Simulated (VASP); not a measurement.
These are PBEsol GGA, VASP's PBE PAW potentials (set 64) (plane waves; VASP) values and carry that method's errors.

VASP input:

**POSCAR**
```
HgTe
1
    4.1722434786     0.0000000000     0.0000000000
   -2.0861217393     3.6132689679    -0.0000000000
   -0.0000000000    -0.0000000000     7.3174640440
Hg Te
2 2
Direct
  0.0000000000   0.0000000000   0.0000000000
  0.0000000000   0.0000000000   0.5000000000
  0.3333330000   0.6666670000   0.2500000000
  0.6666670000   0.3333330000   0.7500000000
```

### KPOINTS
```
K-points
0
gamma
 11 11 6
0 0 0
```

### INCAR
```
! general
SYSTEM   =  HgTe
PREC     =  Accurate
ENCUT    =  400
LREAL    =  F   ! projection in real space or not
LASPH    =  T   ! aspherical one-centre terms

! electronic loop
EDIFF    =  1E-7
NELM     =  100   ! most electronic steps
ALGO     =  Normal   ! blocked Davidson
LMAXMIX  =  6   ! l cut-off of mixed one-centre charges

! smearing
ISMEAR   =  -5

! functional
GGA      =  PS   ! PBEsol

! ions
ISIF     =  2

! output
LWAVE    =  F
LCHARG   =  T
LORBIT   =  11   ! lm-projected
NEDOS    =  601   ! DOS grid
```

POTCAR, in this order: Hg Te (PBE.64 set). Program: vasp_std.

Unless said otherwise, spin-orbit coupling is left out, though it shifts the bands of the heavy elements here.

Q: What does the run give for the energy per atom (σ→0), band gap (on the k-mesh)?

A: 
| Property | Value |
|---|---|
| energy per atom (σ→0) | -2.043 eV/atom |
| band gap (on the k-mesh) | none (metal, semimetal or under 0.01 eV) |

**OSZICAR**
```
...
DAV:  13    -0.817284946928E+01    0.49586E-04   -0.16591E-05  2980   0.427E-02    0.199E-02
DAV:  14    -0.817284549973E+01    0.39696E-05   -0.15738E-06  3074   0.643E-03    0.617E-03
DAV:  15    -0.817284438519E+01    0.11145E-05   -0.44572E-08  1672   0.159E-03    0.139E-03
DAV:  16    -0.817284270883E+01    0.16764E-05   -0.37329E-08  1522   0.103E-03    0.274E-03
DAV:  17    -0.817284341866E+01   -0.70984E-06   -0.83514E-09  1510   0.780E-04    0.518E-04
DAV:  18    -0.817284372794E+01   -0.30928E-06   -0.23064E-09  1498   0.267E-04    0.292E-04
DAV:  19    -0.817284371992E+01    0.80231E-08   -0.21933E-10  1486   0.102E-04
   1 F= -.81728437E+01 E0= -.81728437E+01  d E =0.000000E+00
```

The structure was generated: HgTe was put into the NiAs type type (P6_3/mmc), which need not be its known phase. It was relaxed first, which changed the volume by +15 %.
